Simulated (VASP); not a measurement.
Data:

```xyz
2
Lattice="0.0000 2.4045 2.4045 2.4045 0.0000 2.4045 2.4045 2.4045 0.0000" Properties=species:S:1:pos:R:3 pbc="T T T"
B      0.0000     0.0000     0.0000
As     1.2022     1.2022     1.2022
```

The numbers are results of TPSS meta-GGA, VASP's PBE PAW potentials (set 64) (plane waves; VASP 6.6.1), not measurements. Numerical set-up: 520 eV cut-off, 11×11×11 Γ-centred mesh, tetrahedra with Blöchl corrections, potentials B As.

Problem. Predict the energy per atom (σ→0), band gap (over mesh and band path) with the smallest direct gap where there is one.

Solution. 
```
Item                                                    Result
---------------------------------------------  ---------------
band gap (over mesh and band path)                     1.19 eV
smallest direct gap (over mesh and band path)          3.34 eV
energy per atom (σ→0)                          -10.300 eV/atom
```

Only differences to runs with the same potentials and settings are physical.

The compound is BAs in the zinc blende structure. It was relaxed first.
